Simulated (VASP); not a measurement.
An input for Ansatz (written as the equivalent of a VASP run, and not itself run):

Ansatz 0.2 input:
```yaml
crystal:
  lattice:
    - [3.3647431, 1.9426353, 6.1376772]
    - [-3.3647431, 1.9426353, 6.1376772]
    - [0.0000000, -3.8852706, 6.1376772]
  atoms:
    - { symbol: As, position: [0.3407923, 0.3407923, 0.3407923] }
    - { symbol: As, position: [0.1592077, 0.1592077, 0.1592077] }
    - { symbol: As, position: [0.6592077, 0.6592077, 0.6592077] }
    - { symbol: As, position: [0.8407923, 0.8407923, 0.8407923] }
    - { symbol: Se, position: [0.5544984, 0.9455016, 0.2500000] }
    - { symbol: Se, position: [0.2500000, 0.5544984, 0.9455016] }
    - { symbol: Se, position: [0.9455016, 0.2500000, 0.5544984] }
    - { symbol: Se, position: [0.4455016, 0.0544984, 0.7500000] }
    - { symbol: Se, position: [0.7500000, 0.4455016, 0.0544984] }
    - { symbol: Se, position: [0.0544984, 0.7500000, 0.4455016] }
kpoints:
  mp_grid: { grid: [4, 4, 4] }
hamiltonian:
  xc: pbesol
  pseudopotentials: { kind: paw }
scf:
  occupations: { method: gaussian, width: 0.05 }
  max_iter: 100
relax:
  max_steps: 60
  f_tol: 0.02
  cell: {}
output: { forces: true, stress: true, eigenvalues: true }
```

**Question.** Write the VASP files for the same calculation (PBEsol).

**Answer.** Several could match; the one computed here: 
**KPOINTS**
```
Automatic mesh
0
Gamma
4 4 4
0 0 0
```

**INCAR**
```
# general
SYSTEM =As2Se3
PREC   =Accurate
ENCUT  =400
LREAL  =F
LASPH  =T

# electronic loop
EDIFF  =1E-6
NELM   =100
ALGO   =Normal
LMAXMIX=4

# smearing
ISMEAR =0
SIGMA  =0.05

# functional
GGA    =PS

# ions
IBRION =2
NSW    =60
ISIF   =3
EDIFFG =-0.02

# output
LWAVE  =F
LCHARG =F
```

### POSCAR
```
As2Se3
1
    3.3647430971     1.9426352952     6.1376771948
   -3.3647430971     1.9426352952     6.1376771948
    0.0000000000    -3.8852705904     6.1376771948
As Se
4 6
Direct
  0.3407922619   0.3407922619   0.3407922619
  0.1592077381   0.1592077381   0.1592077381
  0.6592077381   0.6592077381   0.6592077381
  0.8407922619   0.8407922619   0.8407922619
  0.5544983746   0.9455016254   0.2500000000
  0.2500000000   0.5544983746   0.9455016254
  0.9455016254   0.2500000000   0.5544983746
  0.4455016254   0.0544983746   0.7500000000
  0.7500000000   0.4455016254   0.0544983746
  0.0544983746   0.7500000000   0.4455016254
```

POTCAR, in this order: As Se (PBE.64 set). Program: vasp_std.

Limits of the translation: each code has its own PAW files, so the cut-off isn't converted (ENCUT is set for VASP's; basis.ecutwfc is left out, and Ansatz then takes the one that its files recommend); Ansatz stops its SCF on the density residual and VASP on the energy change (EDIFF).

The structure was generated: As2Se3 was put into the corundum type (R-3c), which need not be its known phase. This run relaxes it. Symmetry was kept, so distortions that lower it aren't found. The start is the result of an earlier pass.
